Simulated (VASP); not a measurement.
Data:

```xyz
3
Lattice="0.0000 2.3574 2.3574 2.3574 0.0000 2.3574 2.3574 2.3574 0.0000" Properties=species:S:1:pos:R:3 pbc="T T T"
Mg     4.7147     2.3574     2.3574
H      1.1787     1.1787     1.1787
H      3.5360     3.5360     3.5360
```

Calculation: PBEsol GGA, VASP's PBE PAW potentials (set 64) (plane waves; VASP). Settings: 400 eV cut-off, 13×13×13 Γ-centred mesh, tetrahedra with Blöchl corrections, potentials Mg H.

Task: Tabulate the total density of states (states/eV per cell) against energy (eV; zero at the valence-band maximum or, without a gap, the Fermi level).

Result: 
```
E (eV)  DOS (states/eV)
------  ---------------
-9.92              0.10
-9.70              0.14
-9.59              0.16
-9.37              0.18
-9.26              0.20
-9.04              0.22
-8.92              0.24
-8.70              0.26
-8.59              0.27
-8.37              0.29
-8.26              0.30
-8.04              0.32
-7.93              0.33
-7.70              0.35
-7.59              0.37
-7.37              0.39
-7.26              0.40
-7.04              0.42
-6.93              0.44
-6.71              0.46
-6.59              0.48
-6.37              0.53
-6.26              0.56
-6.04              0.69
-5.93              0.68
-5.71              0.73
-5.59              0.68
-5.37              0.62
-5.15              0.59
-5.04              0.63
-4.82              0.56
-4.71              0.61
-4.49              0.69
-4.37              0.64
-4.15              0.60
-4.04              0.58
-3.82              0.58
-3.71              0.57
-3.49              0.54
-3.38              0.53
-3.15              0.52
-3.04              0.52
-2.82              0.49
-2.71              0.48
-2.49              0.48
-2.38              0.45
-2.15              0.35
-2.04              0.32
-1.82              0.26
-1.71              0.25
-1.49              0.22
-1.38              0.20
-1.16              0.17
-0.93              0.15
-0.82              0.14
-0.60              0.12
-0.49              0.12
-0.27              0.18
-0.16              0.23
0.07               0.25
0.18               0.26
0.40               0.30
0.51               0.31
0.73               0.34
0.84               0.37
1.06               0.38
1.18               0.36
1.40               0.34
1.51               0.33
1.73               0.37
1.84               0.39
2.06               0.42
2.17               0.44
2.40               0.48
2.51               0.50
2.73               0.53
2.84               0.54
3.06               0.56
3.17               0.57
3.40               0.62
```
Within 2 eV below the Fermi level the largest weight inside VASP's projection spheres is H s.

The structure was generated: MgH2 was put into the fluorite type (Fm-3m), which need not be its known phase. It was relaxed first, which changed the volume by -6 %.
